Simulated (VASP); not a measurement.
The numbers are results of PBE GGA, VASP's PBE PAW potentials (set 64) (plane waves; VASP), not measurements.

VASP input:

KPOINTS:
```
Regular mesh
0
G
 15 15 15
0 0 0
```

### INCAR
```
SYSTEM = V
PREC = Accurate
ENCUT = 480
EDIFF = 1E-6
NELM = 100
ALGO = Normal
LREAL = .FALSE.
LASPH = .TRUE.
ISMEAR = 1
SIGMA = 0.1
GGA = PE
LMAXMIX = 4
LWAVE = .FALSE.
LCHARG = .FALSE.
IBRION = 2
ISIF = 3
NSW = 60
EDIFFG = -0.01
```

### POSCAR
```
V
1
   -1.4976857792     1.4976857792     1.4976857792
    1.4976857792    -1.4976857792     1.4976857792
    1.4976857792     1.4976857792    -1.4976857792
V
1
Direct
  0.0000000000   0.0000000000   0.0000000000
```

POTCAR, in this order: V_sv (PBE.64 set). Program: vasp_std.

Output

OSZICAR:
```
       N       E                     dE             d eps       ncg     rms          rms(c)
DAV:   1     0.796705089186E+02    0.79671E+02   -0.70439E+03  2408   0.134E+03
DAV:   2    -0.901413935459E+01   -0.88685E+02   -0.86733E+02  2470   0.351E+02
DAV:   3    -0.103709079424E+02   -0.13568E+01   -0.13417E+01  2542   0.517E+01
DAV:   4    -0.103794196778E+02   -0.85117E-02   -0.85057E-02  2446   0.429E+00
DAV:   5    -0.103795090642E+02   -0.89386E-04   -0.89386E-04  2504   0.440E-01    0.184E+01
DAV:   6    -0.902016324535E+01    0.13593E+01   -0.55351E+00  2410   0.352E+01    0.173E+00
DAV:   7    -0.900260716449E+01    0.17556E-01   -0.19372E-02  2414   0.213E+00    0.981E-01
DAV:   8    -0.899438846426E+01    0.82187E-02   -0.62348E-03  2428   0.132E+00    0.453E-02
DAV:   9    -0.899441839513E+01   -0.29931E-04   -0.55981E-05  2416   0.125E-01    0.273E-02
DAV:  10    -0.899442313673E+01   -0.47416E-05   -0.69241E-06  2432   0.334E-02    0.307E-03
DAV:  11    -0.899442374462E+01   -0.60789E-06   -0.45089E-07  1202   0.105E-02
   1 F= -.89944237E+01 E0= -.89948361E+01  d E =-.899442E+01
       N       E                     dE             d eps       ncg     rms          rms(c)
DAV:   1    -0.899561268663E+01   -0.11895E-02   -0.25159E-02  2400   0.280E+00    0.377E-01
DAV:   2    -0.899443769512E+01    0.11750E-02   -0.53380E-03  2404   0.107E+00    0.755E-02
DAV:   3    -0.899442540080E+01    0.12294E-04   -0.15324E-05  2400   0.567E-02    0.443E-02
DAV:   4    -0.899441838858E+01    0.70122E-05   -0.11293E-05  2404   0.460E-02    0.273E-03
DAV:   5    -0.899441810415E+01    0.28443E-06   -0.18771E-07  1200   0.643E-03
   2 F= -.89944181E+01 E0= -.89948340E+01  d E =0.564047E-05
       N       E                     dE             d eps       ncg     rms          rms(c)
DAV:   1    -0.899484617493E+01   -0.42779E-03   -0.87216E-03  2400   0.165E+00    0.221E-01
DAV:   2    -0.899443739790E+01    0.40878E-03   -0.18511E-03  2404   0.627E-01    0.439E-02
DAV:   3    -0.899443269976E+01    0.46981E-05   -0.52841E-06  2384   0.330E-02    0.258E-02
DAV:   4    -0.899443145518E+01    0.12446E-05   -0.39206E-06  2354   0.271E-02    0.163E-03
DAV:   5    -0.899443166383E+01   -0.20865E-06   -0.67146E-08  1200   0.385E-03
   3 F= -.89944317E+01 E0= -.89948454E+01  d E =-.791921E-05
```

### OUTCAR
```
------------------------ aborting loop because EDIFF is reached ----------------------------------------
  FORCE on cell =-STRESS in cart. coord.  units (eV):
  Direction    XX          YY          ZZ          XY          YZ          ZX
  --------------------------------------------------------------------------------------
  Total       -0.0012312     -0.0012312     -0.0012312      0.0000000      0.0000000     -0.0000000
  in kB       -0.1469410     -0.1469410     -0.1469410      0.0000000      0.0000000     -0.0000000
  external PRESSURE =      -0.1469410 kB  Pullay stress =       0.0000000 kB
  volume of cell :       13.42
      direct lattice vectors                 reciprocal lattice vectors
    -1.497214671  1.497214671  1.497214671     0.000000000  0.333953447  0.333953447
     1.497214671 -1.497214671  1.497214671     0.333953447  0.000000000  0.333953447
     1.497214671  1.497214671 -1.497214671     0.333953447  0.333953447  0.000000000
 POSITION                                       TOTAL-FORCE (eV/Angst)
 -----------------------------------------------------------------------------------
      0.00000      0.00000      0.00000        -0.000000      0.000000      0.000000
 -----------------------------------------------------------------------------------
    total drift:                                0.000000     -0.000000      0.000000
  FREE ENERGIE OF THE ION-ELECTRON SYSTEM (eV)
  ---------------------------------------------------
  free  energy   TOTEN  =        -8.9944316638 eV

  energy  without entropy=       -8.9956730041  energy(sigma->0) =       -8.99484544

 reached required accuracy - stopping structural energy minimisation
```
(Selected blocks of OUTCAR.)

### CONTCAR
```
V
   1.00000000000000
    -1.4972146714013408    1.4972146714013408    1.4972146714013408
     1.4972146714013408   -1.4972146714013408    1.4972146714013408
     1.4972146714013408    1.4972146714013408   -1.4972146714013408
  V
     1
Direct
     0.0000000000000000    0.0000000000000000    0.0000000000000000
```

The compound is V in the bcc structure. This run relaxes it. Symmetry was kept, so distortions that lower it aren't found. The start is the result of an earlier pass. The run is not spin-polarised, so no magnetic state was tried.
